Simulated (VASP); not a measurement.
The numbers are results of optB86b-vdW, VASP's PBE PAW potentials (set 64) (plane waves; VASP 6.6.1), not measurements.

The input files of a VASP run:

### KPOINTS
```
Automatic mesh
0
Gamma
9 9 9
0 0 0
```

### POSCAR
```
LiCl
1
    0.0000000000     2.5210530498     2.5210530498
    2.5210530498     0.0000000000     2.5210530498
    2.5210530498     2.5210530498     0.0000000000
Li Cl
1 1
Direct
  0.0000000000   0.0000000000   0.0000000000
  0.5000000000   0.5000000000   0.5000000000
```

### INCAR
```
AGGAC=0.0
ALGO=Normal
EDIFF=1E-7
ENCUT=520
GGA=MK
ISIF=2
ISMEAR=0
LASPH=.TRUE.
LCHARG=.FALSE.
LREAL=.FALSE.
LUSE_VDW=.TRUE.
LWAVE=.FALSE.
NELM=100
PARAM1=0.1234
PARAM2=1.0
PREC=Accurate
SIGMA=0.05
SYSTEM=LiCl
```

POTCAR, in this order: Li_sv Cl (PBE.64 set). Program: vasp_std.

The resulting files:

### OUTCAR
```
 ion  position               nearest neighbor table
   1  0.000  0.000  0.000-   2 2.52   2 2.52   2 2.52   2 2.52   2 2.52   2 2.52
   2  0.500  0.500  0.500-   1 2.52   1 2.52   1 2.52   1 2.52   1 2.52   1 2.52
  LATTYP: Found a face centered cubic cell.
 ALAT       =     5.0421060996
 Subroutine PRICEL returns:
 Original cell was already a primitive cell.
 Subroutine GETGRP returns: Found 48 space group operations
The static configuration has the point symmetry O_h .
The dynamic configuration has the point symmetry O_h .
 Subroutine INISYM returns: Found 48 space group operations
 Subroutine IBZKPT returns following result:
 Found     35 irreducible k-points:

 Following reciprocal coordinates:
            Coordinates               Weight
  0.000000  0.000000  0.000000      1.000000
  0.111111  0.000000  0.000000      8.000000
  0.222222  0.000000  0.000000      8.000000
  0.333333  0.000000  0.000000      8.000000
  0.444444  0.000000  0.000000      8.000000
  0.111111  0.111111  0.000000      6.000000
  0.222222  0.111111  0.000000     24.000000
  0.333333  0.111111  0.000000     24.000000
  0.444444  0.111111  0.000000     24.000000
 -0.444444  0.111111  0.000000     24.000000
 -0.333333  0.111111  0.000000     24.000000
 -0.222222  0.111111  0.000000     24.000000
 -0.111111  0.111111  0.000000     12.000000
  0.222222  0.222222  0.000000      6.000000
  0.333333  0.222222  0.000000     24.000000
  0.444444  0.222222  0.000000     24.000000
 -0.444444  0.222222  0.000000     24.000000
 -0.333333  0.222222  0.000000     24.000000
 -0.222222  0.222222  0.000000     12.000000
  0.333333  0.333333  0.000000      6.000000
  0.444444  0.333333  0.000000     24.000000
 -0.444444  0.333333  0.000000     24.000000
 -0.333333  0.333333  0.000000     12.000000
  0.444444  0.444444  0.000000      6.000000
...
```

File OSZICAR:
```
       N       E                     dE             d eps       ncg     rms          rms(c)
DAV:   1     0.419888668429E+02    0.41989E+02   -0.42376E+03   630   0.101E+03
DAV:   2    -0.329528236869E+01   -0.45284E+02   -0.43818E+02   808   0.159E+02
DAV:   3    -0.500304029618E+01   -0.17078E+01   -0.17058E+01   789   0.369E+01
DAV:   4    -0.503797731038E+01   -0.34937E-01   -0.34898E-01   942   0.538E+00
DAV:   5    -0.503837906618E+01   -0.40176E-03   -0.40172E-03   847   0.521E-01    0.236E+00
DAV:   6    -0.497232722751E+01    0.66052E-01   -0.16094E-01   708   0.240E+00    0.168E+00
DAV:   7    -0.497560021790E+01   -0.32730E-02   -0.55120E-02   903   0.158E+00    0.895E-01
DAV:   8    -0.497980761756E+01   -0.42074E-02   -0.91449E-03   703   0.864E-01    0.140E-01
DAV:   9    -0.497979216129E+01    0.15456E-04   -0.44785E-04   840   0.187E-01    0.382E-02
DAV:  10    -0.497985287587E+01   -0.60715E-04   -0.94612E-05   686   0.973E-02    0.109E-02
DAV:  11    -0.497985715631E+01   -0.42804E-05   -0.41054E-06   936   0.236E-02    0.557E-03
DAV:  12    -0.497985758758E+01   -0.43128E-06   -0.54364E-07   701   0.689E-03    0.191E-03
DAV:  13    -0.497985760164E+01   -0.14055E-07   -0.30770E-08   511   0.195E-03
   1 F= -.49798576E+01 E0= -.49798576E+01  d E =-.922842E-27
```

File OUTCAR:
```
------------------------ aborting loop because EDIFF is reached ----------------------------------------
  FORCE on cell =-STRESS in cart. coord.  units (eV):
  Direction    XX          YY          ZZ          XY          YZ          ZX
  --------------------------------------------------------------------------------------
  Total        0.2198891      0.2198891      0.2198891      0.0000000      0.0000000     -0.0000000
  in kB       10.9935611     10.9935611     10.9935611      0.0000000      0.0000000     -0.0000000
  external PRESSURE =      10.9935611 kB  Pullay stress =       0.0000000 kB
  volume of cell :       32.05
      direct lattice vectors                 reciprocal lattice vectors
     0.000000000  2.521053050  2.521053050    -0.198329821  0.198329821  0.198329821
     2.521053050  0.000000000  2.521053050     0.198329821 -0.198329821  0.198329821
     2.521053050  2.521053050  0.000000000     0.198329821  0.198329821 -0.198329821
  FREE ENERGIE OF THE ION-ELECTRON SYSTEM (eV)
  ---------------------------------------------------
  free  energy   TOTEN  =        -4.9798576016 eV

  energy  without entropy=       -4.9798576016  energy(sigma->0) =       -4.97985760
```
(Selected blocks of OUTCAR.)

**OUTCAR**
```
 val. band max:        0.9320901300   @ k =   0.0000   0.0000   0.0000

 cond. band min:       7.6221662697   @ k =   0.0000   0.0000   0.0000


 Fermi energy:         1.2993984874

 k-point     1 :       0.0000    0.0000    0.0000
  band No.  band energies     occupation
      1     -42.4250      2.00000
      2     -12.6230      2.00000
      3       0.9321      2.00000
      4       0.9321      2.00000
      5       0.9321      2.00000
      6       7.6222      0.00000
      7      12.8745      0.00000
      8      12.8745      0.00000
      9      12.8745      0.00000

 k-point     2 :       0.1111    0.0000    0.0000
  band No.  band energies     occupation
      1     -42.4247      2.00000
      2     -12.5557      2.00000
      3       0.4761      2.00000
      4       0.8954      2.00000
      5       0.8954      2.00000
      6       8.0029      0.00000
      7      12.2384      0.00000
      8      12.8824      0.00000
      9      12.8825      0.00000

 k-point     3 :       0.2222    0.0000    0.0000
  band No.  band energies     occupation
      1     -42.4236      2.00000
      2     -12.3766      2.00000
      3      -0.5059      2.00000
      4       0.8071      2.00000
      5       0.8071      2.00000
      6       8.4012      0.00000
      7      11.9679      0.00000
      8      11.9679      0.00000
      9      12.0001      0.00000

 k-point     4 :       0.3333    0.0000    0.0000
  band No.  band energies     occupation
      1     -42.4223      2.00000
      2     -12.1558      2.00000
      3      -1.4562      2.00000
      4       0.7139      2.00000
      5       0.7139      2.00000
      6       8.1236      0.00000
      7      11.0274      0.00000
      8      11.0274      0.00000
      9      13.0727      0.00000

 k-point     5 :       0.4444    0.0000    0.0000
  band No.  band energies     occupation
      1     -42.4215      2.00000
      2     -12.0000      2.00000
      3      -2.0234      2.00000
...
```

The compound is LiCl in the rock salt structure. This cell is one point of a volume scan, at 0.97 of the reference volume.
